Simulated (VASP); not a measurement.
Method: AM05 GGA, VASP's PBE PAW potentials (set 64) (plane waves; VASP).

The input files of a VASP run:

POSCAR:
```
Se
1.0
  2.0676184017  -3.5812201096   0.0000000000
  2.0676184017   3.5812201096   0.0000000000
  0.0000000000   0.0000000000   4.9649721899
Se
3
Cart
  0.4846971744   0.8395201293   3.3099831149
  3.1658424546  -0.0000000000   0.0000000000
  0.4846971744  -0.8395201293   1.6549890750
```

File KPOINTS:
```
Automatic mesh
0
Gamma
6 6 5
0 0 0
```

INCAR:
```
SYSTEM = Se
PREC = Accurate; ENCUT = 520; LREAL = .FALSE.
LASPH = .TRUE.
EDIFF = 1E-7; NELM = 100; ALGO = Normal
LMAXMIX = 4
ISMEAR = 0; SIGMA = 0.05
GGA = AM
IBRION = 2; NSW = 30; ISIF = 4
EDIFFG = -0.01
LWAVE = .FALSE.; LCHARG = .FALSE.
```

POTCAR, in this order: Se (PBE.64 set). Program: vasp_std.

The run wrote:

File OSZICAR:
```
       N       E                     dE             d eps       ncg     rms          rms(c)
DAV:   1     0.901923419184E+02    0.90192E+02   -0.75590E+03   702   0.117E+03
DAV:   2    -0.469586604950E+01   -0.94888E+02   -0.90769E+02   942   0.180E+02
DAV:   3    -0.107537318167E+02   -0.60579E+01   -0.60235E+01   837   0.535E+01
DAV:   4    -0.108098902510E+02   -0.56158E-01   -0.56125E-01   827   0.603E+00
DAV:   5    -0.108103717574E+02   -0.48151E-03   -0.48146E-03   877   0.536E-01    0.771E+00
DAV:   6    -0.107490899536E+02    0.61282E-01   -0.37226E-02   742   0.141E+00    0.476E+00
DAV:   7    -0.107275663536E+02    0.21524E-01   -0.72509E-02   752   0.196E+00    0.195E-01
DAV:   8    -0.107268056868E+02    0.76067E-03   -0.90738E-03   727   0.694E-01    0.103E-01
DAV:   9    -0.107268963899E+02   -0.90703E-04   -0.32235E-04   902   0.134E-01    0.330E-02
DAV:  10    -0.107269304550E+02   -0.34065E-04   -0.44636E-05   757   0.511E-02    0.629E-03
DAV:  11    -0.107269350205E+02   -0.45655E-05   -0.96724E-06   787   0.223E-02    0.384E-03
DAV:  12    -0.107269348518E+02    0.16862E-06   -0.16994E-06   787   0.974E-03    0.135E-03
DAV:  13    -0.107269349065E+02   -0.54686E-07   -0.37789E-07   777   0.423E-03
   1 F= -.10726935E+02 E0= -.10726935E+02  d E =-.107269E+02
       N       E                     dE             d eps       ncg     rms          rms(c)
DAV:   1    -0.107565011184E+02   -0.29566E-01   -0.30157E+00   702   0.107E+01    0.950E-01
DAV:   2    -0.107682261522E+02   -0.11725E-01   -0.14882E-01   847   0.258E+00    0.253E-01
DAV:   3    -0.107668995970E+02    0.13266E-02   -0.22217E-03   782   0.361E-01    0.139E-01
DAV:   4    -0.107667001022E+02    0.19949E-03   -0.14045E-03   797   0.246E-01    0.485E-02
DAV:   5    -0.107667081301E+02   -0.80279E-05   -0.18108E-04   712   0.955E-02    0.185E-02
DAV:   6    -0.107667071736E+02    0.95657E-06   -0.12216E-05   782   0.270E-02    0.717E-03
DAV:   7    -0.107667068867E+02    0.28685E-06   -0.12169E-06   857   0.918E-03    0.295E-03
DAV:   8    -0.107667068513E+02    0.35432E-07   -0.44144E-07   762   0.477E-03
   2 F= -.10766707E+02 E0= -.10766707E+02  d E =-.397719E-01
       N       E                     dE             d eps       ncg     rms          rms(c)
DAV:   1    -0.107683048400E+02   -0.15980E-02   -0.90349E-01   702   0.586E+00    0.509E-01
DAV:   2    -0.107719355611E+02   -0.36307E-02   -0.44559E-02   827   0.141E+00    0.130E-01
DAV:   3    -0.107715682415E+02    0.36732E-03   -0.59486E-04   802   0.189E-01    0.719E-02
DAV:   4    -0.107715036006E+02    0.64641E-04   -0.40223E-04   777   0.132E-01    0.238E-02
DAV:   5    -0.107715052440E+02   -0.16434E-05   -0.53175E-05   722   0.517E-02    0.101E-02
DAV:   6    -0.107715049037E+02    0.34029E-06   -0.35916E-06   802   0.146E-02    0.399E-03
DAV:   7    -0.107715047865E+02    0.11716E-06   -0.34671E-07   822   0.493E-03    0.147E-03
DAV:   8    -0.107715047456E+02    0.40927E-07   -0.12263E-07   476   0.260E-03
   3 F= -.10771505E+02 E0= -.10771505E+02  d E =-.445698E-01
       N       E                     dE             d eps       ncg     rms          rms(c)
DAV:   1    -0.107715071089E+02   -0.23224E-05   -0.28362E-03   702   0.329E-01    0.292E-02
DAV:   2    -0.107715190031E+02   -0.11894E-04   -0.13942E-04   827   0.792E-02    0.699E-03
DAV:   3    -0.107715181434E+02    0.85969E-06   -0.17759E-06   787   0.103E-02    0.386E-03
DAV:   4    -0.107715182208E+02   -0.77338E-07   -0.12258E-06   782   0.729E-03    0.125E-03
DAV:   5    -0.107715183503E+02   -0.12947E-06   -0.14948E-07   400   0.281E-03    0.509E-04
DAV:   6    -0.107715183570E+02   -0.67582E-08   -0.12287E-08   351   0.937E-04
   4 F= -.10771518E+02 E0= -.10771518E+02  d E =-.445835E-01
       N       E                     dE             d eps       ncg     rms          rms(c)
DAV:   1    -0.107724829218E+02   -0.96457E-03   -0.33165E-02   707   0.112E+00    0.104E-01
DAV:   2    -0.107722687593E+02    0.21416E-03   -0.84698E-04   827   0.202E-01    0.530E-02
DAV:   3    -0.107721976024E+02    0.71157E-04   -0.20811E-04   772   0.953E-02    0.151E-02
DAV:   4    -0.107721992600E+02   -0.16576E-05   -0.21975E-05   782   0.326E-02    0.697E-03
DAV:   5    -0.107721994368E+02   -0.17672E-06   -0.62608E-07   817   0.595E-03    0.285E-03
DAV:   6    -0.107721995083E+02   -0.71549E-07   -0.13593E-07   501   0.291E-03
   5 F= -.10772200E+02 E0= -.10772200E+02  d E =-.681151E-03
       N       E                     dE             d eps       ncg     rms          rms(c)
DAV:   1    -0.107744950242E+02   -0.22956E-02   -0.22668E-01   707   0.293E+00    0.271E-01
DAV:   2    -0.107730374322E+02    0.14576E-02   -0.58073E-03   827   0.529E-01    0.138E-01
DAV:   3    -0.107725507622E+02    0.48667E-03   -0.14097E-03   777   0.248E-01    0.394E-02
DAV:   4    -0.107725621003E+02   -0.11338E-04   -0.14888E-04   777   0.848E-02    0.182E-02
DAV:   5    -0.107725634685E+02   -0.13682E-05   -0.43169E-06   817   0.157E-02    0.745E-03
DAV:   6    -0.107725640861E+02   -0.61763E-06   -0.10724E-06   757   0.774E-03    0.160E-03
DAV:   7    -0.107725641489E+02   -0.62772E-07   -0.94643E-08   526   0.233E-03
   6 F= -.10772564E+02 E0= -.10772564E+02  d E =-.104579E-02
       N       E                     dE             d eps       ncg     rms          rms(c)
DAV:   1    -0.107728801771E+02   -0.31609E-03   -0.24039E-02   707   0.954E-01    0.888E-02
DAV:   2    -0.107727239161E+02    0.15626E-03   -0.61880E-04   827   0.173E-01    0.451E-02
DAV:   3    -0.107726718558E+02    0.52060E-04   -0.15199E-04   777   0.813E-02    0.130E-02
DAV:   4    -0.107726730510E+02   -0.11952E-05   -0.15889E-05   777   0.278E-02    0.596E-03
DAV:   5    -0.107726732501E+02   -0.19912E-06   -0.47167E-07   807   0.518E-03    0.240E-03
DAV:   6    -0.107726733432E+02   -0.93073E-07   -0.10034E-07   441   0.247E-03
   7 F= -.10772673E+02 E0= -.10772673E+02  d E =-.115499E-02
```

### OUTCAR
```
------------------------ aborting loop because EDIFF is reached ----------------------------------------
  FORCE on cell =-STRESS in cart. coord.  units (eV):
  Direction    XX          YY          ZZ          XY          YZ          ZX
  --------------------------------------------------------------------------------------
  Total        0.3657236      0.3657236      0.3664658      0.0000000     -0.0000000      0.0000000
  in kB        7.9692122      7.9692122      7.9853847      0.0000000     -0.0000000      0.0000000
  external PRESSURE =       7.9746030 kB  Pullay stress =       0.0000000 kB
  volume of cell :       73.53
      direct lattice vectors                 reciprocal lattice vectors
     2.042675456 -3.538017659  0.000000000     0.244777015 -0.141322076 -0.000000000
     2.042675456  3.538017659 -0.000000000     0.244777015  0.141322076  0.000000000
     0.000000000 -0.000000000  5.086966255     0.000000000  0.000000000  0.196580820
 POSITION                                       TOTAL-FORCE (eV/Angst)
 -----------------------------------------------------------------------------------
      2.54177     -2.67357      3.39131        -0.000123     -0.000212     -0.000000
      3.08717     -0.00000      0.00000         0.000245     -0.000000     -0.000000
      2.54177      2.67357      1.69565        -0.000123      0.000212      0.000000
 -----------------------------------------------------------------------------------
    total drift:                               -0.000230     -0.000434      0.000010
  FREE ENERGIE OF THE ION-ELECTRON SYSTEM (eV)
  ---------------------------------------------------
  free  energy   TOTEN  =       -10.7726733432 eV

  energy  without entropy=      -10.7726733432  energy(sigma->0) =      -10.77267334

 reached required accuracy - stopping structural energy minimisation
```
(Selected blocks of OUTCAR.)

**CONTCAR**
```
Se
   1.00000000000000
     2.0426754559035141   -3.5380176589036041    0.0000000000000000
     2.0426754559035141    3.5380176589036041   -0.0000000000000000
     0.0000000000000000   -0.0000000000000000    5.0869662545121868
  Se
     3
Direct
     0.9999999999996454    0.2443321205107295    0.6666669999999968
     0.7556678794896252    0.7556678794896252    0.0000000000000000
     0.2443321205107295    0.9999999999996454    0.3333330000000032
```

File OUTCAR:
```
 val. band max:        3.5906881731   @ k =   0.3333   0.3333   0.4000

 cond. band min:       4.5771999658   @ k =   0.0000   0.0000   0.4000


 Fermi energy:         3.8192890786

 k-point     1 :       0.0000    0.0000    0.0000
  band No.  band energies     occupation
      1     -12.4113      2.00000
      2      -8.2855      2.00000
      3      -8.2855      2.00000
      4      -0.1032      2.00000
      5       0.0963      2.00000
      6       0.0964      2.00000
      7       1.6975      2.00000
      8       1.6976      2.00000
      9       3.1203      2.00000
     10       5.1435      0.00000
     11       5.1435      0.00000
     12       5.6819      0.00000
     13       9.9814      0.00000

 k-point     2 :       0.1667    0.0000    0.0000
  band No.  band energies     occupation
      1     -12.2392      2.00000
      2      -8.3821      2.00000
      3      -8.2466      2.00000
      4      -1.0907      2.00000
      5      -0.4686      2.00000
      6       0.0321      2.00000
      7       1.9043      2.00000
      8       2.3314      2.00000
      9       2.9163      2.00000
     10       5.0149      0.00000
     11       5.1503      0.00000
     12       5.7982      0.00000
     13       9.5932      0.00000

 k-point     3 :       0.3333    0.0000    0.0000
  band No.  band energies     occupation
      1     -11.8191      2.00000
      2      -8.7114      2.00000
      3      -8.1628      2.00000
      4      -1.8148      2.00000
      5      -1.1019      2.00000
      6      -0.2874      2.00000
      7       1.1435      2.00000
      8       2.1496      2.00000
      9       2.6922      2.00000
     10       5.1676      0.00000
     11       5.3947      0.00000
     12       6.9801      0.00000
     13       8.5544      0.00000

 k-point     4 :       0.5000   -0.0000    0.0000
  band No.  band energies     occupation
      1     -11.5431      2.00000
      2      -8.9746      2.00000
      3      -8.1181      2.00000
...
```

Without a dispersion term in the relaxation, distances and binding between the weakly bound layers, chains or molecules are unreliable, and so is what depends on them.

The compound is Se in the trig structure. This cell is one point of a volume scan, at 0.94 of the reference volume. Symmetry was kept, so distortions that lower it aren't found.
